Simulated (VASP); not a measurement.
An input for Quantum ESPRESSO's pw.x (written as the equivalent of a VASP run, and not itself run):

```
&CONTROL
  calculation = 'scf'
  pseudo_dir = './pseudo'
  outdir = './out'
  tprnfor = .true.
  tstress = .true.
/
&SYSTEM
  ibrav = 0
  nat = 4
  ntyp = 2
  ecutwfc = 82
  occupations = 'tetrahedra'
  input_dft = 'vdw-df2'
/
&ELECTRONS
  conv_thr = 7.3e-09
  electron_maxstep = 100
/
ATOMIC_SPECIES
  Si 28.085 Si.upf
  C 12.011 C.upf
CELL_PARAMETERS angstrom
     1.5617655   -2.7050569    0.0000000
     1.5617655    2.7050569    0.0000000
     0.0000000    0.0000000    5.1325892
ATOMIC_POSITIONS crystal
  Si   0.6666670  0.3333330  0.4997056
  Si   0.3333330  0.6666670  0.9997056
  C    0.6666670  0.3333330  0.8752944
  C    0.3333330  0.6666670  0.3752944
K_POINTS automatic
  9 9 5 0 0 0
```

Problem. Translate this input to VASP (INCAR, KPOINTS, POSCAR, choice of POTCAR).

Solution. One answer among several that fit: 
POSCAR:
```
SiC
1
    1.5617654934    -2.7050569301     0.0000000000
    1.5617654934     2.7050569301     0.0000000000
    0.0000000000     0.0000000000     5.1325892111
Si C
2 2
Direct
  0.6666670000   0.3333330000   0.4997055745
  0.3333330000   0.6666670000   0.9997055745
  0.6666670000   0.3333330000   0.8752944255
  0.3333330000   0.6666670000   0.3752944255
```

INCAR:
```
SYSTEM  =  SiC
PREC  =  Accurate; ENCUT  =  520; LREAL  =  F
LASPH  =  T
EDIFF  =  1E-7; NELM  =  100; ALGO  =  Normal
ISMEAR  =  -5
GGA  =  ML; LUSE_VDW  =  T; AGGAC  =  0.0
ZAB_VDW  =  -1.8867
ISIF  =  2
LWAVE  =  F; LCHARG  =  T; LORBIT  =  11
NEDOS  =  601
LEFG  =  T
```

**KPOINTS**
```
Automatic mesh
0
Gamma
9 9 5
0 0 0
```

POTCAR, in this order: Si C (PBE.64 set). Program: vasp_std.

Limits of the translation: the potentials are each code's own (VASP's PAW set, PseudoDojo norm-conserving files in pw.x), so ENCUT and ecutwfc are chosen apart and not converted; conv_thr bounds pw.x's estimated SCF error, while EDIFF bounds the energy change between steps; the field gradients of LEFG aren't asked of the other code.

The compound is SiC in the wurtzite structure, the rare 2H polytype. It was relaxed first.
